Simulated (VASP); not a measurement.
The system is SnPb3Se4.

```
Sn Pb Se
1.0
     0.00000    6.09598   -6.09598
    -6.09598    0.00000   -6.09598
    -6.09598    6.09598    0.00000
Sn Pb Se
2 6 8
Direct
  0.50000 0.50000 0.00000
  0.00000 0.50000 0.00000
  0.50000 0.00000 0.00000
  0.00000 0.00000 0.00000
  0.50000 0.50000 0.50000
  0.00000 0.50000 0.50000
  0.50000 0.00000 0.50000
  0.00000 0.00000 0.50000
  0.75000 0.75000 0.25000
  0.25000 0.75000 0.25000
  0.75000 0.25000 0.25000
  0.25000 0.25000 0.25000
  0.75000 0.75000 0.75000
  0.25000 0.75000 0.75000
  0.75000 0.25000 0.75000
  0.25000 0.25000 0.75000
```

The cell was built by a generator and needn't be a form met in nature.

```yaml
Program: VASP 6.6.1
Task: relaxation of cell and atoms
Functional: PBEsol
Potentials_or_basis: VASP PAW PBE potentials, release 64 (Sn_d, Pb_d, Se)
Cutoff: 600 eV
k_mesh: 6 × 6 × 6
Occupations: gaussian, width 0.03 eV
Spin: no spin polarisation
```

At the start: pressure -0.7 GPa; volume 28.32 Å³/atom.

How do energy, volume and symmetry change on relaxing?

Over 5 steps the energy falls by 3.1 meV/atom and the volume is 27.91 Å³/atom (-1.4 %); space group Cmmm (No. 65, to 0.05 Å).

Step by step:
| step | energy change (eV) | largest force (eV/Å) | pressure (GPa) | volume (Å³) |
| --- | --- | --- | --- | --- |
| 1 | 0.0000 | 0.2440 | -0.69 | 453.06 |
| 2 | -0.0269 | 0.1946 | 0.24 | 445.12 |
| 3 | -0.0269 | 0.1924 | 0.28 | 444.79 |
| 4 | -0.0402 | 0.1195 | 0.18 | 445.44 |
| 5 | -0.0489 | 0.0033 | 0.03 | 446.54 |

Final structure:
```yaml
crystal:
  lattice:
    - [0.00000, 6.06699, -6.06699]
    - [-6.06637, 0.00031, -6.06667]
    - [-6.06637, 6.06667, -0.00031]
  atoms:
    - { symbol: Sn, position: [0.50000, 0.50000, 0.00000] }
    - { symbol: Sn, position: [0.00000, 0.50000, 0.00000] }
    - { symbol: Pb, position: [0.50000, 0.00000, 0.00000] }
    - { symbol: Pb, position: [0.00000, 0.00000, 0.00000] }
    - { symbol: Pb, position: [0.50000, 0.50000, 0.50000] }
    - { symbol: Pb, position: [0.00000, 0.50000, 0.50000] }
    - { symbol: Pb, position: [0.50000, 0.00000, 0.50000] }
    - { symbol: Pb, position: [0.00000, 0.00000, 0.50000] }
    - { symbol: Se, position: [0.75276, 0.74724, 0.24724] }
    - { symbol: Se, position: [0.25276, 0.74724, 0.24724] }
    - { symbol: Se, position: [0.75000, 0.25551, 0.24449] }
    - { symbol: Se, position: [0.25000, 0.25551, 0.24449] }
    - { symbol: Se, position: [0.75000, 0.74449, 0.75551] }
    - { symbol: Se, position: [0.25000, 0.74449, 0.75551] }
    - { symbol: Se, position: [0.74724, 0.25276, 0.75276] }
    - { symbol: Se, position: [0.24724, 0.25276, 0.75276] }
```

Caveat: the PAW data sets were made with another functional, which shifts forces and pressure a little.
